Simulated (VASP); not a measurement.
Shape and ions are relaxed at each volume.

Here is the system:

```yaml
crystal:
  lattice:
    - [-1.90213, 1.90213, 4.85026]
    - [1.90213, -1.90213, 4.85026]
    - [1.90213, 1.90213, -4.85026]
  atoms:
    - { symbol: Ti, position: [0.75000, 0.25000, 0.50000] }
    - { symbol: Ti, position: [0.00000, 0.00000, 0.00000] }
    - { symbol: O, position: [0.54334, 0.04334, 0.50000] }
    - { symbol: O, position: [0.79334, 0.79334, 0.00000] }
    - { symbol: O, position: [0.20666, 0.20666, 0.00000] }
    - { symbol: O, position: [0.95666, 0.45666, 0.50000] }
```

Calculation: PW91 GGA, VASP's PBE PAW potentials (set 64) (plane waves; VASP). Run with 520 eV cut-off, 8×8×8 Γ-centred mesh, Gaussian smearing of 0.050 eV, potentials Ti_sv O.

### Question
Give the energy at these volumes per atom, relative to the lowest: 10.99, 11.34, 11.69, 12.04, 12.39 Å³.

### Answer
24.9, 6.2, 0.0, 5.2, 20.5 meV/atom. A third-order Birch-Murnaghan fit gives B0 = 172 GPa and B0′ = 2.5.

The compound is TiO2 in the anatase structure, one of several forms; rutile is the usual stable one. It was relaxed first.
